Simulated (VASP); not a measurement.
Mg3CdO4, 8 atoms in the cell. It takes space group P4mm (No. 99, tetragonal). Conventional cell: a = 4.447 Å, b = 4.447 Å, c = 4.447 Å, α = 90.00°, β = 90.00°, γ = 90.00°. Mg (site symmetry 4mm) has 6 O at 2.22 Å as nearest neighbours. Mg (site symmetry 2mm) is surrounded by 6 O at 2.22 Å. Around Cd (site symmetry 4mm) lie 6 O at 2.19 to 2.25 Å. O (site symmetry 4mm) has 2 Cd at 2.19 to 2.25 Å and 4 Mg at 2.22 Å as nearest neighbours. O (site symmetry 4mm) is surrounded by 6 Mg at 2.22 Å. Around O (site symmetry 2mm) lie 4 Mg at 2.22 Å and 2 Cd at 2.22 Å. The cell comes from a database or a generator and needn't be the stable form of this composition.

```yaml
Program: VASP 6.6.1
Task: single point
Functional: r2SCAN
Potentials_or_basis: VASP PAW PBE potentials, release 64 (Mg, Cd, O)
Cutoff: 520 eV
k_mesh: 3 × 3 × 3
Occupations: gaussian, width 0.01 eV
Spin: no spin polarisation
Dipole_correction: no
Further_INCAR_settings: ALGO = Normal; EDIFF = 1e-06; NBANDS = 31
```

Potentials or basis: VASP PAW PBE potentials, release 64 (Mg, Cd, O).

Command:

```bash
$ cat potpaw_PBE.64/Mg/POTCAR potpaw_PBE.64/Cd/POTCAR potpaw_PBE.64/O/POTCAR > POTCAR
$ cp INCAR.step1 INCAR
$ mpirun -np 1 vasp_std > vasp.out
$ cp INCAR.step2 INCAR
$ mpirun -np 1 vasp_std > vasp.out
```

Hardware: 1 thread of Intel(R) Xeon(R) Platinum 8488C (Sapphire Rapids), on a shared host.

**Question.** Estimate the wall time of this run.

**Answer.** Wall time 48 s on 1 thread of Intel(R) Xeon(R) Platinum 8488C (Sapphire Rapids), with other jobs on the host, peak memory 0.22 GiB. Counts: scf iterations 10, k points 6.
